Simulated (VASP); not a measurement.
Input of a VASP 6.6.1 run:

Contents of INCAR:

```
SYSTEM = CaSc
ALGO     = Normal         ! electronic algorithm
EDIFF    = 1E-6           ! SCF threshold, eV
EDIFFG   = -0.005         ! ionic threshold
ENCUT    = 600            ! plane-wave cutoff, eV
GGA      = PE             ! functional
IBRION   = 2              ! ionic algorithm
ISIF     = 3              ! what is computed and relaxed
ISMEAR   = 1              ! smearing method
LASPH    = .True.         ! aspherical terms in the spheres
LCHARG   = .False.        ! write CHGCAR
LREAL    = .False.        ! projectors in reciprocal space
LWAVE    = .False.        ! write WAVECAR
NELM     = 100            ! most SCF steps
NSW      = 40             ! ionic steps
PREC     = Accurate       ! precision mode
SIGMA    = 0.1            ! smearing width, eV
```

File KPOINTS:

```
k-points
0
Gamma
  7 7 7
  0 0 0
```

Contents of POSCAR:

```
CaSc
1.0
    0.0000000000      3.2318700000      3.2318700000
    3.2318700000      0.0000000000      3.2318700000
    3.2318700000      3.2318700000      0.0000000000
Ca Sc
1 1
Direct
    0.5000000000      0.5000000000      0.5000000000
    0.0000000000      0.0000000000      0.0000000000
```

Potentials or basis: VASP PAW PBE potentials, release 64 (Ca_sv, Sc_sv).

Command:

```console
$ cat potpaw_PBE.64/Ca_sv/POTCAR potpaw_PBE.64/Sc_sv/POTCAR > POTCAR
$ mpirun -np 1 vasp_std > vasp.out
```

Q: What does it give for the relaxed cell?

A: a = 4.574 Å, b = 4.574 Å, c = 4.574 Å, α = 60.00°, β = 60.00°, γ = 60.00°.

Q: Estimate the relaxed volume.

A: 33.82 Å³/atom.

Q: Predict the space group after relaxing (to 0.05 Å).

A: Fm-3m (No. 225).

Final structure:
```yaml
crystal:
  lattice:
    - [0.00000, 3.23398, 3.23398]
    - [3.23398, 0.00000, 3.23398]
    - [3.23398, 3.23398, 0.00000]
  atoms:
    - { symbol: Ca, position: [0.50000, 0.50000, 0.50000] }
    - { symbol: Sc, position: [0.00000, 0.00000, 0.00000] }
```
